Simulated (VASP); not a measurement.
Method: r2SCAN meta-GGA, VASP's PBE PAW potentials (set 64) (plane waves; VASP 6.6.1).

The input files of a VASP run:

**KPOINTS**
```
Regular mesh
0
G
 5 5 1
0 0 0
```

### POSCAR
```
KBr(100) slab
1
    4.6701976124    -0.0000000000    -0.0000000000
   -0.0000000000     4.6701976124     0.0000000000
    0.0000000000     0.0000000000    28.2198957700
K Br
4 4
Direct
  0.0000000000   0.5000000000   0.3244680000
  0.5000000000   0.0000000000   0.4414890000
  0.0000000000   0.5000000000   0.5585110000
  0.5000000000   0.0000000000   0.6755320000
  0.0000000000   0.5000000000   0.4414890000
  0.5000000000   0.0000000000   0.3244680000
  0.0000000000   0.5000000000   0.6755320000
  0.5000000000   0.0000000000   0.5585110000
```

INCAR:
```
SYSTEM = KBr(100) slab
PREC = Normal
ENCUT = 400
EDIFF = 1E-5
NELM = 100
ALGO = Normal
LREAL = .FALSE.
LASPH = .TRUE.
ISMEAR = 0
SIGMA = 0.05
METAGGA = R2SCAN
LMIXTAU = .TRUE.
LMAXMIX = 4
LWAVE = .TRUE.
LCHARG = .FALSE.
NELMIN = 4
LDIPOL = .TRUE.
IDIPOL = 3
DIPOL = 0.5 0.5 0.5
IBRION = 2
ISIF = 2
NSW = 50
EDIFFG = -0.03
```

POTCAR, in this order: K_sv Br (PBE.64 set). Program: vasp_std.

The resulting files:

**OUTCAR**
```
 ion  position               nearest neighbor table
   1  0.000  0.500  0.324-   5 3.30   6 3.30   6 3.30   6 3.30   6 3.30
   2  0.500  0.000  0.441-   6 3.30   5 3.30   5 3.30   5 3.30   5 3.30   8 3.30
   3  0.000  0.500  0.559-   7 3.30   8 3.30   8 3.30   8 3.30   8 3.30   5 3.30
   4  0.500  0.000  0.676-   8 3.30   7 3.30   7 3.30   7 3.30   7 3.30
   5  0.000  0.500  0.441-   1 3.30   2 3.30   2 3.30   2 3.30   2 3.30   3 3.30
   6  0.500  0.000  0.324-   2 3.30   1 3.30   1 3.30   1 3.30   1 3.30
   7  0.000  0.500  0.676-   3 3.30   4 3.30   4 3.30   4 3.30   4 3.30
   8  0.500  0.000  0.559-   4 3.30   3 3.30   3 3.30   3 3.30   3 3.30   2 3.30
  LATTYP: Found a simple tetragonal cell.
 ALAT       =     4.6701976124
 C/A-ratio  =     6.0425485412
 Subroutine PRICEL returns:
 Original cell was already a primitive cell.
 Subroutine GETGRP returns: Found 16 space group operations
The static configuration has the point symmetry D_2d.
 The point group associated with its full space group is D_4h.
The dynamic configuration has the point symmetry D_2d.
 Subroutine INISYM returns: Found 16 space group operations
 Subroutine IBZKPT returns following result:
 Found      6 irreducible k-points:

 Following reciprocal coordinates:
            Coordinates               Weight
  0.000000  0.000000  0.000000      1.000000
...
```

File OSZICAR:
```
...
DAV:  56    -0.924512536097E+02    0.66699E-02   -0.75401E-03   456   0.740E-01    0.248E-01
DAV:  57    -0.924560122621E+02   -0.47587E-02   -0.14875E-03   492   0.311E-01    0.250E-01
DAV:  58    -0.924416696996E+02    0.14343E-01   -0.43751E-02   456   0.174E+00    0.302E-01
DAV:  59    -0.924715400709E+02   -0.29870E-01   -0.14206E-03   528   0.275E-01    0.318E-01
DAV:  60    -0.924708319709E+02    0.70810E-03   -0.58288E-03   456   0.654E-01    0.326E-01
DAV:  61    -0.925311308009E+02   -0.60299E-01   -0.33587E-02   474   0.145E+00    0.447E-01
DAV:  62    -0.925944514917E+02   -0.63321E-01   -0.13460E-02   474   0.910E-01    0.426E-01
DAV:  63    -0.926098129614E+02   -0.15361E-01   -0.16855E-03   528   0.325E-01    0.416E-01
DAV:  64    -0.926104007471E+02   -0.58779E-03   -0.85200E-05   516   0.735E-02    0.415E-01
DAV:  65    -0.926102416365E+02    0.15911E-03   -0.16148E-04   498   0.882E-02    0.404E-01
DAV:  66    -0.924597014381E+02    0.15054E+00   -0.55031E-02   456   0.177E+00    0.369E-01
DAV:  67    -0.924497032165E+02    0.99982E-02   -0.33703E-03   528   0.521E-01    0.338E-01
DAV:  68    -0.924315813965E+02    0.18122E-01   -0.78756E-03   456   0.769E-01    0.320E-01
DAV:  69    -0.924319434221E+02   -0.36203E-03   -0.57578E-04   516   0.220E-01    0.317E-01
DAV:  70    -0.924301816322E+02    0.17618E-02   -0.38470E-04   462   0.175E-01    0.320E-01
DAV:  71    -0.924777075517E+02   -0.47526E-01   -0.72652E-02   456   0.220E+00    0.195E-01
DAV:  72    -0.924777654372E+02   -0.57885E-04   -0.80382E-04   516   0.173E-01    0.196E-01
DAV:  73    -0.924696426442E+02    0.81228E-02   -0.16686E-02   456   0.114E+00    0.200E-01
DAV:  74    -0.924644871557E+02    0.51555E-02   -0.29107E-03   456   0.452E-01    0.195E-01
DAV:  75    -0.924720599685E+02   -0.75728E-02   -0.14371E-03   474   0.321E-01    0.187E-01
DAV:  76    -0.925056706787E+02   -0.33611E-01   -0.19273E-02   456   0.125E+00    0.190E-01
DAV:  77    -0.925127230201E+02   -0.70523E-02   -0.68515E-03   456   0.722E-01    0.203E-01
DAV:  78    -0.925543952159E+02   -0.41672E-01   -0.10276E-02   456   0.822E-01    0.233E-01
DAV:  79    -0.925451938392E+02    0.92014E-02   -0.20717E-03   456   0.386E-01    0.234E-01
DAV:  80    -0.925752013898E+02   -0.30008E-01   -0.42274E-03   480   0.559E-01    0.234E-01
DAV:  81    -0.925466237780E+02    0.28578E-01   -0.67464E-03   474   0.589E-01    0.786E-02
DAV:  82    -0.925685804358E+02   -0.21957E-01   -0.59062E-03   456   0.667E-01    0.563E-02
DAV:  83    -0.926017282911E+02   -0.33148E-01   -0.12279E-02   474   0.892E-01    0.427E-02
DAV:  84    -0.926099580852E+02   -0.82298E-02   -0.15238E-03   498   0.307E-01    0.400E-02
DAV:  85    -0.926175112323E+02   -0.75531E-02   -0.54922E-03   456   0.591E-01    0.351E-02
DAV:  86    -0.926193082485E+02   -0.17970E-02   -0.10073E-04   522   0.820E-02    0.313E-02
DAV:  87    -0.926193082552E+02   -0.66884E-08   -0.20435E-06   312   0.836E-03
   1 F= -.92619308E+02 E0= -.92619308E+02  d E =-.926193E+02
       N       E                     dE             d eps       ncg     rms          rms(c)
DAV:   1    -0.926199458253E+02   -0.63758E-03   -0.66987E-02   456   0.107E+00    0.760E-02
DAV:   2    -0.926210195330E+02   -0.10737E-02   -0.31067E-03   456   0.357E-01    0.298E-02
DAV:   3    -0.926204043206E+02    0.61521E-03   -0.46596E-04   496   0.156E-01    0.236E-02
DAV:   4    -0.926210112546E+02   -0.60693E-03   -0.34371E-04   456   0.137E-01    0.107E-02
DAV:   5    -0.926207415030E+02    0.26975E-03   -0.67980E-04   456   0.196E-01    0.392E-03
DAV:   6    -0.926206061074E+02    0.13540E-03   -0.12142E-04   492   0.809E-02    0.391E-03
DAV:   7    -0.926206204659E+02   -0.14358E-04   -0.31508E-05   456   0.473E-02    0.311E-03
DAV:   8    -0.926206446080E+02   -0.24142E-04   -0.10708E-04   456   0.816E-02    0.200E-03
DAV:   9    -0.926206309301E+02    0.13678E-04   -0.15633E-04   456   0.101E-01    0.145E-03
DAV:  10    -0.926205291776E+02    0.10175E-03   -0.31535E-05   412   0.437E-02    0.146E-03
DAV:  11    -0.926205245781E+02    0.45996E-05   -0.25211E-06   324   0.128E-02
   2 F= -.92620525E+02 E0= -.92620525E+02  d E =-.121632E-02
       N       E                     dE             d eps       ncg     rms          rms(c)
DAV:   1    -0.926178036668E+02    0.27255E-02   -0.60226E-01   456   0.320E+00    0.209E-01
DAV:   2    -0.926225371279E+02   -0.47335E-02   -0.21638E-02   456   0.821E-01    0.769E-02
DAV:   3    -0.926214147008E+02    0.11224E-02   -0.17715E-03   504   0.266E-01    0.632E-02
DAV:   4    -0.926219086379E+02   -0.49394E-03   -0.61669E-04   456   0.168E-01    0.318E-02
DAV:   5    -0.926213957489E+02    0.51289E-03   -0.83054E-04   456   0.202E-01    0.134E-02
DAV:   6    -0.926216310086E+02   -0.23526E-03   -0.21573E-04   480   0.920E-02    0.660E-03
DAV:   7    -0.926215203749E+02    0.11063E-03   -0.72342E-05   468   0.653E-02    0.384E-03
DAV:   8    -0.926215397022E+02   -0.19327E-04   -0.15793E-04   456   0.911E-02    0.247E-03
DAV:   9    -0.926215743315E+02   -0.34629E-04   -0.54293E-05   456   0.593E-02    0.266E-03
DAV:  10    -0.926216799530E+02   -0.10562E-03   -0.10278E-04   456   0.730E-02    0.231E-03
DAV:  11    -0.926216981418E+02   -0.18189E-04   -0.51470E-05   456   0.549E-02    0.129E-03
DAV:  12    -0.926216086192E+02    0.89523E-04   -0.15276E-05   320   0.325E-02    0.126E-03
DAV:  13    -0.926217159952E+02   -0.10738E-03   -0.17594E-05   328   0.330E-02    0.129E-03
DAV:  14    -0.926218633828E+02   -0.14739E-03   -0.91142E-05   456   0.723E-02    0.932E-04
DAV:  15    -0.926218902928E+02   -0.26910E-04   -0.66338E-06   352   0.190E-02    0.767E-04
DAV:  16    -0.926219075995E+02   -0.17307E-04   -0.32672E-06   264   0.146E-02    0.718E-04
DAV:  17    -0.926218814488E+02    0.26151E-04   -0.19499E-06   264   0.995E-03    0.744E-04
DAV:  18    -0.926219048161E+02   -0.23367E-04   -0.40513E-06   264   0.164E-02    0.749E-04
DAV:  19    -0.926219540205E+02   -0.49204E-04   -0.25611E-05   392   0.387E-02    0.785E-04
DAV:  20    -0.926219924204E+02   -0.38400E-04   -0.88209E-05   456   0.666E-02    0.930E-04
DAV:  21    -0.926220005292E+02   -0.81088E-05   -0.33808E-06   264   0.137E-02
   3 F= -.92622001E+02 E0= -.92622001E+02  d E =-.269227E-02
       N       E                     dE             d eps       ncg     rms          rms(c)
DAV:   1    -0.926038820840E+02    0.18110E-01   -0.24128E+00   456   0.641E+00    0.422E-01
DAV:   2    -0.926209142881E+02   -0.17032E-01   -0.85687E-02   456   0.160E+00    0.154E-01
DAV:   3    -0.926218233240E+02   -0.90904E-03   -0.60914E-03   504   0.423E-01    0.126E-01
DAV:   4    -0.926202750335E+02    0.15483E-02   -0.27130E-03   456   0.307E-01    0.633E-02
DAV:   5    -0.926217683156E+02   -0.14933E-02   -0.18623E-03   456   0.286E-01    0.266E-02
DAV:   6    -0.926218600169E+02   -0.91701E-04   -0.78789E-04   456   0.181E-01    0.125E-02
DAV:   7    -0.926219912641E+02   -0.13125E-03   -0.14544E-04   468   0.905E-02    0.647E-03
DAV:   8    -0.926223609392E+02   -0.36968E-03   -0.32462E-04   456   0.102E-01    0.493E-03
DAV:   9    -0.926223306104E+02    0.30329E-04   -0.67638E-05   504   0.586E-02    0.497E-03
DAV:  10    -0.926224066971E+02   -0.76087E-04   -0.41839E-05   426   0.435E-02    0.344E-03
DAV:  11    -0.926224109092E+02   -0.42121E-05   -0.15464E-05   346   0.271E-02
   4 F= -.92622411E+02 E0= -.92622411E+02  d E =-.310265E-02
       N       E                     dE             d eps       ncg     rms          rms(c)
DAV:   1    -0.926200611921E+02    0.23455E-02   -0.35715E-01   462   0.248E+00    0.163E-01
DAV:   2    -0.926203236316E+02   -0.26244E-03   -0.12949E-02   456   0.628E-01    0.591E-02
DAV:   3    -0.926224591481E+02   -0.21355E-02   -0.13465E-03   504   0.208E-01    0.491E-02
DAV:   4    -0.926220911240E+02    0.36802E-03   -0.48493E-04   468   0.130E-01    0.250E-02
DAV:   5    -0.926225947525E+02   -0.50363E-03   -0.27501E-04   468   0.988E-02    0.114E-02
DAV:   6    -0.926225979573E+02   -0.32048E-05   -0.53981E-05   516   0.478E-02
   5 F= -.92622598E+02 E0= -.92622598E+02  d E =-.328970E-02
```

**OUTCAR**
```
------------------------ aborting loop because EDIFF is reached ----------------------------------------
  FORCE on cell =-STRESS in cart. coord.  units (eV):
  Direction    XX          YY          ZZ          XY          YZ          ZX
  --------------------------------------------------------------------------------------
  Total       -0.6301219     -0.6301219     -0.1353889      0.0000000     -0.0000000     -0.0000000
  in kB       -1.6402470     -1.6402470     -0.3524258      0.0000000     -0.0000000     -0.0000000
  external PRESSURE =      -1.2109733 kB  Pullay stress =       0.0000000 kB
  volume of cell :      615.50
      direct lattice vectors                 reciprocal lattice vectors
     4.670197612  0.000000000  0.000000000     0.214123702  0.000000000  0.000000000
     0.000000000  4.670197612  0.000000000     0.000000000  0.214123702  0.000000000
     0.000000000  0.000000000 28.219895770     0.000000000  0.000000000  0.035435992
 POSITION                                       TOTAL-FORCE (eV/Angst)
 -----------------------------------------------------------------------------------
      0.00000      2.33510      9.17793        -0.000000     -0.000000      0.003176
      2.33510      0.00000     12.45412        -0.000000     -0.000000     -0.020387
      0.00000      2.33510     15.76578         0.000000     -0.000000      0.020387
      2.33510      0.00000     19.04197         0.000000     -0.000000     -0.003176
      0.00000      2.33510     12.44988        -0.000000     -0.000000      0.021608
      2.33510      0.00000      9.13771        -0.000000      0.000000      0.009875
      0.00000      2.33510     19.08218        -0.000000      0.000000     -0.009875
      2.33510      0.00000     15.77002         0.000000      0.000000     -0.021608
 -----------------------------------------------------------------------------------
    total drift:                                0.000000      0.000000     -0.000000
  FREE ENERGIE OF THE ION-ELECTRON SYSTEM (eV)
  ---------------------------------------------------
  free  energy   TOTEN  =       -92.6225979573 eV

  energy  without entropy=      -92.6225979573  energy(sigma->0) =      -92.62259796

 reached required accuracy - stopping structural energy minimisation
```
(Selected blocks of OUTCAR.)

### CONTCAR
```
KBr(100) slab
   1.00000000000000
     4.6701976124000000    0.0000000000000000    0.0000000000000000
     0.0000000000000000    4.6701976124000000    0.0000000000000000
     0.0000000000000000    0.0000000000000000   28.2198957700000008
  K               Br
     4     4
Direct
     0.0000000000000000    0.5000000000000000    0.3252289525196474
     0.5000000000000000    0.0000000000000000    0.4413239458422473
     0.0000000000000000    0.5000000000000000    0.5586760541577528
     0.5000000000000000    0.0000000000000000    0.6747710474803525
     0.0000000000000000    0.5000000000000000    0.4411737040840504
     0.5000000000000000    0.0000000000000000    0.3238038754651659
     0.0000000000000000    0.5000000000000000    0.6761961245348341
     0.5000000000000000    0.0000000000000000    0.5588262959159497
```

The cell is a thin slab with vacuum, built from KBr (rock salt): (100) face.
